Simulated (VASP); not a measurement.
# NaMg3O4 (Pm-3m) in VASP: settings compared

Aim: see how the results for NaMg3O4 move with the level of theory and the settings. Levels: PBE+D3(BJ), RPBE+D3(BJ), BEEF-vdW. Tasks: equation of state, electric field gradients, density of states.

Program: VASP 6.6.1. These are calculated values, not measurements. Logs are shortened: lines on timing, memory, paths and dates and some standing lists are left out, and cuts for length are marked.

## 1. The structure

The structure is cubic, space group Pm-3m (No. 221). The conventional cell has a = 4.354 Å, b = 4.354 Å, c = 4.354 Å, α = 90.00°, β = 90.00°, γ = 90.00°. Around Mg (site symmetry 4/mmm) lie 6 O at 2.18 Å. Around Na (site symmetry m-3m) lie 6 O at 2.18 Å. O (site symmetry 4/mmm) is surrounded by 4 Mg at 2.18 Å and 2 Na at 2.18 Å. O (site symmetry m-3m) is surrounded by 6 Mg at 2.18 Å.

The cell comes from a database or a generator and needn't be the stable form of this composition.

## 2. Equation of state, PBE+D3(BJ)

The input, run.py:

```python
from ase.calculators.vasp import Vasp
from ase.eos import EquationOfState
from ase.io import Trajectory
from ase.io import read
from ase.units import GPa

atoms = read('NaMg3O4.cif', primitive_cell=True, subtrans_included=False)
calc = Vasp(
    directory='calc',
    xc='pbe',
    pp='PBE',
    setups='minimal',
    prec='Accurate',
    encut=500,
    ediff=1e-06,
    ismear=-5,
    sigma=0.05,
    lreal=False,
    lasph=True,
    nelm=80,
    algo='Fast',
    isif=2,
    lwave=False,
    lcharg=False,
    ivdw=12,
    kpts=[6, 6, 6],
    gamma=True,
)
atoms.calc = calc
cell = atoms.cell.copy()
volumes, energies = [], []
traj = Trajectory('eos.traj', 'w')
for x in [0.94, 0.96, 0.98, 1.0, 1.02, 1.04, 1.06]:
    atoms.set_cell(cell * x ** (1 / 3), scale_atoms=True)
    volumes.append(atoms.get_volume())
    energies.append(atoms.get_potential_energy())
    traj.write(atoms)
    print(f'{x:5.2f} {volumes[-1]:12.5f} {energies[-1]:14.6f}')

v0, e0, B = EquationOfState(volumes, energies, eos='vinet').fit()
print(f'V0 = {v0:.4f} A^3, E0 = {e0:.6f} eV, B = {B / GPa:.2f} GPa')
```

The input, NaMg3O4.cif:

```cif
data_NaMg3O4
_cell_length_a 4.35375365
_cell_length_b 4.35375365
_cell_length_c 4.35375365
_cell_angle_alpha 90.00000000
_cell_angle_beta 90.00000000
_cell_angle_gamma 90.00000000
_space_group_name_H-M_alt 'Pm-3m'
_space_group_name_Hall '-P 4 2 3'
_space_group_IT_number 221
loop_
_space_group_symop_operation_xyz
'x,y,z'
'-x,-y,-z'
'-y,x,z'
'y,-x,-z'
'-x,-y,z'
'x,y,-z'
'y,-x,z'
'-y,x,-z'
'x,-y,-z'
'-x,y,z'
'-y,-x,-z'
'y,x,z'
'-x,y,-z'
'x,-y,z'
'y,x,-z'
'-y,-x,z'
'z,x,y'
'-z,-x,-y'
'z,-y,x'
'-z,y,-x'
'z,-x,-y'
'-z,x,y'
'z,y,-x'
'-z,-y,x'
'-z,x,-y'
'z,-x,y'
'-z,-y,-x'
'z,y,x'
'-z,-x,y'
'z,x,-y'
'-z,y,x'
'z,-y,-x'
'y,z,x'
'-y,-z,-x'
'x,z,-y'
'-x,-z,y'
'-y,z,-x'
'y,-z,x'
'-x,z,y'
'x,-z,-y'
'-y,-z,x'
'y,z,-x'
'-x,-z,-y'
'x,z,y'
'y,-z,-x'
'-y,z,x'
'x,-z,y'
'-x,z,-y'
loop_
_atom_site_label
_atom_site_type_symbol
_atom_site_symmetry_multiplicity
_atom_site_Wyckoff_symbol
_atom_site_fract_x
_atom_site_fract_y
_atom_site_fract_z
_atom_site_occupancy
Mg1 Mg 3 c 0.5000000000 0.5000000000 0.0000000000 1
Na1 Na 1 a 0.0000000000 0.0000000000 0.0000000000 1
O1 O 3 d 0.0000000000 0.5000000000 0.0000000000 1
O2 O 1 b 0.5000000000 0.5000000000 0.5000000000 1
```

Potentials or basis: VASP PAW PBE potentials, release 64 (Mg, Na, O).

Started as:

```bash
$ python run.py
```

Log:

```text
0.94     77.57458     -44.895993
 0.96     79.22510     -44.893673
 0.98     80.87562     -44.864422
 1.00     82.52614     -44.810240
 1.02     84.17667     -44.734123
 1.04     85.82719     -44.638284
 1.06     87.47771     -44.525204
V0 = 78.2739 A^3, E0 = -44.898599 eV, B = 134.57 GPa
```

OUTCAR:

```text
ENCUT = 500.000000
   EDIFF = 1.00e-06
   GGA = PE
   PREC = Accurate
   ISIF = 2
   ISMEAR = -5
   NELM = 80
   IVDW = 12
   LASPH = .TRUE.
   LREAL = .FALSE.
 IVDW          = 12

 ion  position               nearest neighbor table
   1  0.500  0.500  0.000-   5 2.22   6 2.22   8 2.22   8 2.22   6 2.22   5 2.22   2 3.14   3 3.14
                             2 3.14   3 3.14   4 3.14   3 3.14   3 3.14   2 3.14   4 3.14   4 3.14
   2  0.000  0.500  0.500-   5 2.22   7 2.22   8 2.22   5 2.22   7 2.22   8 2.22   1 3.14   4 3.14
                             1 3.14   3 3.14   4 3.14   3 3.14   4 3.14   1 3.14   3 3.14   4 3.14
   3  0.500  0.000  0.500-   6 2.22   7 2.22   8 2.22   6 2.22   8 2.22   7 2.22   1 3.14   4 3.14
                             1 3.14   1 3.14   2 3.14   2 3.14   1 3.14   2 3.14   4 3.14   4 3.14
   4  0.000  0.000  0.000-   5 2.22   6 2.22   7 2.22   7 2.22   5 2.22   6 2.22   2 3.14   3 3.14
                             1 3.14   1 3.14   2 3.14   2 3.14   2 3.14   1 3.14   3 3.14   3 3.14
   5  0.000  0.500  0.000-   1 2.22   2 2.22   4 2.22   2 2.22   4 2.22   1 2.22
   6  0.500  0.000  0.000-   1 2.22   3 2.22   4 2.22   3 2.22   1 2.22   4 2.22
   7  0.000  0.000  0.500-   2 2.22   3 2.22   4 2.22   4 2.22   2 2.22   3 2.22
   8  0.500  0.500  0.500-   1 2.22   2 2.22   3 2.22   1 2.22   3 2.22   2 2.22

  LATTYP: Found a simple cubic cell.
 ALAT       =     4.4391430472

  Lattice vectors:

 A1 = (   4.4391430472,   0.0000000000,   0.0000000000)
 A2 = (   0.0000000000,   4.4391430472,   0.0000000000)
 A3 = (   0.0000000000,   0.0000000000,   4.4391430472)

Analysis of symmetry for initial positions (statically):
=====================================================================
 Subroutine PRICEL returns:
 Original cell was already a primitive cell.

 Routine SETGRP: Setting up the symmetry group for a
 simple cubic supercell.

 Subroutine GETGRP returns: Found 48 space group operations
 (whereof 48 operations were pure point group operations)
 out of a pool of 48 trial point group operations.

[... 168 lines left out ...]
  ---------------------------------------------------
  free energy    TOTEN  =       -42.59991332 eV

  energy without entropy =      -42.59991332  energy(sigma->0) =      -42.59991332

 E-fermi :   1.6669     XC(G=0): -10.2028

 val. band max:        1.8881917375   @ k =   0.0000   0.0000   0.0000
 cond. band min:       1.6768885265   @ k =   0.5000   0.5000   0.0000
 fundamental gap:     -0.2113032110
 Fermi energy:         1.6669103499

 k-point     1 :       0.0000    0.0000    0.0000
  band No.  band energies     occupation
      1     -14.7115      2.00000
      2     -13.7427      2.00000
      3     -13.5770      2.00000
      4     -13.5770      2.00000
      5      -1.4429      2.00000
      6      -1.4429      2.00000
[... 449 lines left out ...]
     19       9.5755      0.00000
     20       9.5755      0.00000

------------------------ aborting loop because EDIFF is reached ----------------------------------------

 Edisp (eV)   -1.92529

 E8    (eV) :    -0.7693

  FORCE on cell =-STRESS in cart. coord.  units (eV):
  Direction    XX          YY          ZZ          XY          YZ          ZX
  --------------------------------------------------------------------------------------
  -------------------------------------------------------------------------------------
  Total      -6.55902    -6.55902    -6.55902    -0.00000     0.00000    -0.00000
  in kB    -120.13020  -120.13020  -120.13020    -0.00000     0.00000    -0.00000
  external pressure =     -120.13 kB  Pullay stress =        0.00 kB

 VOLUME and BASIS-vectors are now :
 -----------------------------------------------------------------------------
  energy-cutoff  :      500.00
  volume of cell :       87.48
      direct lattice vectors                 reciprocal lattice vectors
     4.439143047  0.000000000  0.000000000     0.225268704  0.000000000  0.000000000
     0.000000000  4.439143047  0.000000000     0.000000000  0.225268704  0.000000000
     0.000000000  0.000000000  4.439143047     0.000000000  0.000000000  0.225268704

 POSITION                                       TOTAL-FORCE (eV/Angst)
 -----------------------------------------------------------------------------------
      2.21957      2.21957      0.00000         0.000000      0.000000      0.000000
      0.00000      2.21957      2.21957         0.000000      0.000000      0.000000
      2.21957      0.00000      2.21957         0.000000      0.000000      0.000000
      0.00000      0.00000      0.00000         0.000000      0.000000      0.000000
      0.00000      2.21957      0.00000         0.000000      0.000000      0.000000
      2.21957      0.00000      0.00000         0.000000      0.000000      0.000000
      0.00000      0.00000      2.21957         0.000000      0.000000      0.000000
      2.21957      2.21957      2.21957         0.000000      0.000000      0.000000
 -----------------------------------------------------------------------------------
    total drift:                                0.000000      0.000000     -0.000000

  FREE ENERGIE OF THE ION-ELECTRON SYSTEM (eV)
  ---------------------------------------------------
  free  energy   TOTEN  =       -44.5252038348 eV

  energy  without entropy=      -44.5252038348  energy(sigma->0) =      -44.52520383
```

INCAR:

```text
ENCUT = 500.000000
SIGMA = 0.050000
EDIFF = 1.00e-06
ALGO = Fast
GGA = PE
PREC = Accurate
ISIF = 2
ISMEAR = -5
NELM = 80
IVDW = 12
LASPH = .TRUE.
LCHARG = .FALSE.
LWAVE = .FALSE.
LREAL = .FALSE.
```

Wall time 3 min (1 thread of Intel Xeon Platinum 8488C (Sapphire Rapids), shared host); peak memory 0.19 GiB.

What came out:

- Equilibrium volume: 9.78 Å³/atom
- Bulk modulus: 135 GPa
- Pressure derivative of the bulk modulus: 4.3 (rough: it moves with the points fitted)

Energy against volume, from the lowest point:
| volume (Å³/atom) | energy (meV/atom) |
| --- | --- |
| 9.697 | 0.00 |
| 9.903 | 0.29 |
| 10.109 | 3.95 |
| 10.316 | 10.72 |
| 10.522 | 20.23 |
| 10.728 | 32.21 |
| 10.935 | 46.35 |

## 3. Electric field gradients, RPBE+D3(BJ)

The input, INCAR:

```
SYSTEM = NaMg3O4
ALGO = Normal
EDIFF = 1E-8
ENCUT = 520
GGA = RP
ISIF = 2
ISMEAR = 0
IVDW = 12
LASPH = .True.
LCHARG = .False.
LEFG = .True.
LREAL = .False.
LWAVE = .False.
NELM = 100
PREC = Accurate
SIGMA = 0.05
```

The input, KPOINTS:

```
k-points
0
Gamma
  6 6 6
  0 0 0
```

The input, POSCAR:

```
NaMg3O4
1.0
    4.3537536500      0.0000000000      0.0000000000
    0.0000000000      4.3537536500      0.0000000000
    0.0000000000      0.0000000000      4.3537536500
Mg Na O
3 1 4
Direct
    0.5000000000      0.5000000000      0.0000000000
    0.5000000000      0.0000000000      0.5000000000
    0.0000000000      0.5000000000      0.5000000000
    0.0000000000      0.0000000000      0.0000000000
    0.0000000000      0.5000000000      0.0000000000
    0.0000000000      0.0000000000      0.5000000000
    0.5000000000      0.5000000000      0.5000000000
    0.5000000000      0.0000000000      0.0000000000
```

Potentials or basis: VASP PAW PBE potentials, release 64 (Mg, Na_pv, O).

Started as:

```bash
$ cat potpaw_PBE.64/Mg/POTCAR potpaw_PBE.64/Na_pv/POTCAR potpaw_PBE.64/O/POTCAR > POTCAR
$ mpirun -np 1 vasp_std > vasp.out
```

OUTCAR:

```text
SYSTEM = NaMg3O4
   EDIFF = 1E-8
   ENCUT = 520
   GGA = RP
   ISIF = 2
   ISMEAR = 0
   IVDW = 12
   LASPH = .True.
   LREAL = .False.
   NELM = 100
   PREC = Accurate
 IVDW          = 12

 ion  position               nearest neighbor table
   1  0.500  0.500  0.000-   5 2.18   7 2.18   8 2.18   7 2.18   8 2.18   5 2.18   2 3.08   3 3.08
                             2 3.08   2 3.08   4 3.08   3 3.08   2 3.08   3 3.08   4 3.08   4 3.08
   2  0.500  0.000  0.500-   6 2.18   7 2.18   8 2.18   8 2.18   7 2.18   6 2.18   1 3.08   4 3.08
                             1 3.08   1 3.08   3 3.08   3 3.08   1 3.08   3 3.08   4 3.08   4 3.08
   3  0.000  0.500  0.500-   5 2.18   6 2.18   7 2.18   5 2.18   6 2.18   7 2.18   1 3.08   4 3.08
                             1 3.08   2 3.08   4 3.08   2 3.08   4 3.08   1 3.08   2 3.08   4 3.08
   4  0.000  0.000  0.000-   5 2.18   6 2.18   8 2.18   6 2.18   5 2.18   8 2.18   2 3.08   3 3.08
                             1 3.08   1 3.08   3 3.08   2 3.08   3 3.08   1 3.08   2 3.08   3 3.08
   5  0.000  0.500  0.000-   1 2.18   3 2.18   4 2.18   3 2.18   4 2.18   1 2.18
   6  0.000  0.000  0.500-   2 2.18   3 2.18   4 2.18   4 2.18   3 2.18   2 2.18
[... 781 lines left out ...]
----------------------------------------------------------------------
   1      -0.178    -0.178     0.356       0.000
   2      -0.178    -0.178     0.356       0.000
   3      -0.178    -0.178     0.356       0.000
   4       0.000    -0.000    -0.000       1.094
   5      -1.052    -1.052     2.104       0.000
   6      -1.052    -1.052     2.104       0.000
   7      -0.000     0.000    -0.000      -0.155
   8      -1.052    -1.052     2.104       0.000
----------------------------------------------------------------------

           NMR quadrupolar parameters

 Cq : quadrupolar parameter    Cq=e*Q*V_zz/h
 eta: asymmetry parameters     (V_yy - V_xx)/ V_zz
 Q  : nuclear electric quadrupole moment in mb (millibarn)
----------------------------------------------------------------------
 ion       Cq(MHz)       eta       Q (mb)
----------------------------------------------------------------------
   1       0.001       0.000       1.000
   2       0.001       0.000       1.000
   3       0.001       0.000       1.000
   4      -0.000       1.094       1.000
   5       0.005       0.000       1.000
   6       0.005       0.000       1.000
   7      -0.000      -0.155       1.000
   8       0.005       0.000       1.000
----------------------------------------------------------------------
```

stdout:

```text
POSCAR found type information on POSCAR MgNaO
 POSCAR found :  3 types and       8 ions
 scaLAPACK will be used
 -----------------------------------------------------------------------------
|                                                                             |
|                                                                             |
|     You enforced a specific xc type in the INCAR file but a different       |
|     I HOPE YOU KNOW WHAT YOU ARE DOING!                                     |
|                                                                             |
 -----------------------------------------------------------------------------

 LDA part: xc-table for (Slater+PW92), standard interpolation
 POSCAR, INCAR and KPOINTS ok, starting setup
 FFT: planning ... GRIDC
 FFT: planning ... GRID_SOFT
 FFT: planning ... GRID
 WAVECAR not read
 entering main loop
ion   1

ion   2

ion   3

ion   4

ion   5

ion   6

ion   7

ion   8
```

Run time: 20 s. Hardware: 1 thread of AMD EPYC 9R45 (Zen 5), shared host; peak memory 0.17 GiB.

Results:

```
Free energy                : -49.3140 eV
Pressure                   : -18.9 GPa
Band gap on the k mesh     : none (metal or under the smearing width)
Dispersion energy per atom : -1.162 eV
```

Levels at points of the mesh, in eV from the Fermi level:
```csv
k point,band 17,band 18,band 19,band 20,band 21,band 22
"(0.00, 0.00, 0.00)",0.23,0.23,0.23,4.54,9.29,9.29
"(0.50, 0.00, 0.00)",-0.65,-0.14,-0.14,7.38,8.06,11.27
"(0.50, 0.50, 0.00)",-0.55,-0.48,-0.02,8.81,9.39,9.39
"(0.50, 0.50, 0.50)",-0.48,-0.02,-0.02,7.58,8.38,8.38
```

Electric field gradients, principal values (V/Å²):
| atom | Vxx | Vyy | Vzz |
| --- | --- | --- | --- |
| 1 Mg | -0.178 | -0.178 | 0.356 |
| 2 Mg | -0.178 | -0.178 | 0.356 |
| 3 Mg | -0.178 | -0.178 | 0.356 |
| 4 Na | 0.000 | 0.000 | 0.000 |
| 5 O | -1.052 | -1.052 | 2.104 |
| 6 O | -1.052 | -1.052 | 2.104 |
| 7 O | 0.000 | 0.000 | 0.000 |
| 8 O | -1.052 | -1.052 | 2.104 |

Caveat: so large a pressure means that the cell lies far from this level's equilibrium, or that cutoff or potentials fall short; the potentials were made for another functional, which shifts forces and pressure; an odd number of electrons without spin polarisation forces a metal; a magnetic or distorted state may lie lower; pairwise dispersion overbinds metals, which lowers pressure and volume.

## 4. Density of states, BEEF-vdW (volume scaled by 0.96)

POSCAR, as its differences from that of step 3:

```diff
@@ -2,5 +2,5 @@
 1.0
-    4.3537536500      0.0000000000      0.0000000000
-    0.0000000000      4.3537536500      0.0000000000
-    0.0000000000      0.0000000000      4.3537536500
+    4.2949119281      0.0000000000      0.0000000000
+    0.0000000000      4.2949119281      0.0000000000
+    0.0000000000      0.0000000000      4.2949119281
 Mg Na O
```

The input, INCAR.step1:

```
PREC = Accurate ; ENCUT = 520
EDIFF = 1E-7 ; ISMEAR = 0
SIGMA = 0.05 ; LREAL = False
LASPH = True ; NELM = 60
ALGO = Normal ; ISIF = 2
LWAVE = False ; LCHARG = True
GGA = BF ; LUSE_VDW = True
ZAB_VDW = -1.8867 ; NBANDS = 28
```

The input, KPOINTS.step1:

```
regular mesh
0
Gamma
  6 6 6
```

The input, INCAR.step2:

```
PREC = Accurate ; ENCUT = 520
EDIFF = 1E-7 ; ISMEAR = -5
SIGMA = 0.05 ; LREAL = False
LASPH = True ; NELM = 60
ALGO = Normal ; ISIF = 2
LWAVE = False ; LCHARG = False
GGA = BF ; LUSE_VDW = True
ZAB_VDW = -1.8867 ; LORBIT = 10
NBANDS = 28 ; NEDOS = 2001
ICHARG = 11
```

The input, KPOINTS.step2:

```
regular mesh
0
Gamma
  9 9 9
```

Started as:

```bash
$ cat potpaw_PBE.64/Mg/POTCAR potpaw_PBE.64/Na_pv/POTCAR potpaw_PBE.64/O/POTCAR > POTCAR
$ cp INCAR.step1 INCAR
$ cp KPOINTS.step1 KPOINTS
$ mpirun -np 1 vasp_std > vasp.out
$ cp INCAR.step2 INCAR
$ cp KPOINTS.step2 KPOINTS
$ mpirun -np 1 vasp_std > vasp.out
```

It took 77 s on 1 thread of AMD EPYC 9R45 (Zen 5), shared host; peak memory 0.37 GiB.

Results (log left out):

```yaml
Valence_electrons_inside_the_program's_atomic_spheres: Mg 0.35; Na 6.16; O 5.06, 5.11
```

Levels at points of the mesh, in eV from the Fermi level:
| k point | band 15 | band 16 | band 17 | band 18 | band 19 | band 20 | band 21 | band 22 | band 23 | band 24 |
| --- | --- | --- | --- | --- | --- | --- | --- | --- | --- | --- |
| (0.00, 0.00, 0.00) | -0.79 | -0.79 | 0.26 | 0.26 | 0.26 | 5.07 | 9.84 | 9.84 | 10.14 | 10.14 |

States per cell in windows of 1 eV (zero at the Fermi level; states under -8 eV left out):
```tsv
from (eV)	total	O5_p	O6_p	O8_p	O7_p	Mg1_s	Mg2_s
-8.0	0.00	0.00	0.00	0.00	0.00	0.00	0.00
-7.0	0.00	0.00	0.00	0.00	0.00	0.00	0.00
-6.0	0.00	0.00	0.00	0.00	0.00	0.00	0.00
-5.0	0.00	0.00	0.00	0.00	0.00	0.00	0.00
-4.0	3.83	0.36	0.36	0.36	0.78	0.07	0.07
-3.0	3.82	0.44	0.44	0.44	0.69	0.03	0.03
-2.0	5.67	0.94	0.94	0.94	0.66	0.01	0.01
-1.0	10.13	1.86	1.86	1.86	1.43	0.00	0.00
0.0	0.87	0.20	0.20	0.20	0.04	0.00	0.00
1.0	0.00	0.00	0.00	0.00	0.00	0.00	0.00
2.0	0.00	0.00	0.00	0.00	0.00	0.00	0.00
3.0	0.00	0.00	0.00	0.00	0.00	0.00	0.00
4.0	0.00	0.00	0.00	0.00	0.00	0.00	0.00
5.0	0.09	0.00	0.00	0.00	0.00	0.01	0.01
6.0	0.30	0.01	0.01	0.01	0.01	0.02	0.02
7.0	0.72	0.03	0.03	0.03	0.03	0.04	0.04
```

Caveat: the PAW data sets were made with another functional, which shifts forces and pressure a little; an odd number of electrons without spin polarisation forces a metal; a magnetic or distorted state may lie lower; tetrahedron occupations give inexact forces and stress in metals.
